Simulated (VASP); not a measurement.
Given:

```
CELL_PARAMETERS angstrom
      4.49865     0.00000     0.00000
      0.00000     6.36205     0.00000
      0.00000     0.00000    23.93169
ATOMIC_POSITIONS crystal
  Ba 0.00000 0.00000 0.35902
  Ba 0.50000 0.50000 0.45300
  Ba 0.00000 0.00000 0.54700
  Ba 0.50000 0.50000 0.64098
  S  0.50000 0.00000 0.45300
  S  0.00000 0.50000 0.35902
  S  0.50000 0.00000 0.64098
  S  0.00000 0.50000 0.54700
```

Method: PBEsol GGA, VASP's PBE PAW potentials (set 64) (plane waves; VASP 6.6.1). Settings: PREC = Normal, EDIFF = 1E-5, 400 eV cut-off, 5×3×1 Γ-centred mesh, Gaussian smearing of 0.050 eV, potentials Ba_sv S.

**Question.** The ions are relaxed. Predict the relaxed structure.

**Answer.** 
```
CELL_PARAMETERS angstrom
      4.49865     0.00000     0.00000
      0.00000     6.36205     0.00000
      0.00000     0.00000    23.93169
ATOMIC_POSITIONS crystal
  Ba 0.00000 0.00000 0.36416
  Ba 0.50000 0.50000 0.44983
  Ba 0.00000 0.00000 0.55017
  Ba 0.50000 0.50000 0.63584
  S  0.50000 0.00000 0.44750
  S  0.00000 0.50000 0.36547
  S  0.50000 0.00000 0.63453
  S  0.00000 0.50000 0.55250
```

**Question.** How much energy does the relaxation gain?

**Answer.** The energy (σ→0) changes by -36.2 meV/atom, in 9 ionic steps.

The cell is a thin slab with vacuum, built from BaS (rock salt): (110) face.
